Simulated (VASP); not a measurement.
Data:

```
Eu
1.0
   -2.11746     2.11746     2.11746
    2.11746    -2.11746     2.11746
    2.11746     2.11746    -2.11746
Eu
1
Direct
  0.00000   0.00000   0.00000
```

Method: PBE GGA with D3 dispersion (Becke-Johnson damping), VASP's PBE PAW potentials (set 64) (plane waves; VASP). Run with 520 eV cut-off, 12×12×12 Γ-centred mesh, first-order Methfessel-Paxton smearing of 0.10 eV, potentials Eu_2.

The 4f electrons are frozen in the core of the lanthanide potential, so 4f levels, which can set the real gap, and their magnetism are missing.

Problem. Give the stress tensor in GPa (positive for a compressed cell).

Solution. 
```
1.08  0.00  0.00
0.00  1.08  0.00
0.00  0.00  1.08
```
The pressure is its mean diagonal, 1.08 GPa.

The compound is Eu in the bcc structure. This cell is one point of a volume scan, at 0.94 of the reference volume.
